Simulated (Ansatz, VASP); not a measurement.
# MoI: VASP beside Ansatz

```
Mo I
1.0
     0.00000    3.17885    3.17885
     3.17885    0.00000    3.17885
     3.17885    3.17885    0.00000
Mo I
1 1
Direct
  0.00000 0.00000 0.00000
  0.75000 0.75000 0.75000
```

The cell was built by a generator and needn't be a form met in nature.

Alike in both runs: task relaxation of cell and atoms; functional LDA; k mesh 5 × 5 × 5; occupations fermi-dirac, width 0.05 eV; no spin polarisation.

|  | VASP | Ansatz |
| --- | --- | --- |
| version | VASP 6.6.1 | Ansatz 0.2.0 |
| potentials or method | VASP PAW LDA potentials, release 64 (Mo_sv, I) | Ansatz PAW |
| plane-wave cutoff (eV) | 600 | 420 |
| valence electrons in the cell | 21 | 31 |

Ansatz gave:

| Item | Value |
| --- | --- |
| gap on the k mesh at the Fermi level, each at its own relaxed structure (eV) | none |
| relaxed volume (Å³/atom) | 26.48 |
| relaxed cell length with the largest relative difference (Å) | 4.215 |
| energy change over the relaxation (meV/atom) | -246 |

Task: Estimate VASP's values.

Result: gap on the k mesh at the Fermi level, each at its own relaxed structure (eV): none; relaxed volume (Å³/atom): 26.50; relaxed cell length with the largest relative difference (Å): 4.216; energy change over the relaxation (meV/atom): -245.

A gap of «none» marks a metal or a gap that the smearing closes. The two sets of potentials don't hold the same shells in valence.

Caveats: the volume moved by over 15 % at a fixed basis, so the end points are rough; an odd number of electrons without spin polarisation forces a metal; a magnetic or distorted state may lie lower; the plane-wave basis is chosen anew once the cell has moved, so the energies of steps on either side of that aren't comparable (Ansatz); the PAW data sets come from PBE, with cores solved anew for the run's functional, which leaves a small shift of forces and pressure (Ansatz). The runs have no spin-orbit coupling, so splittings on I are missing.
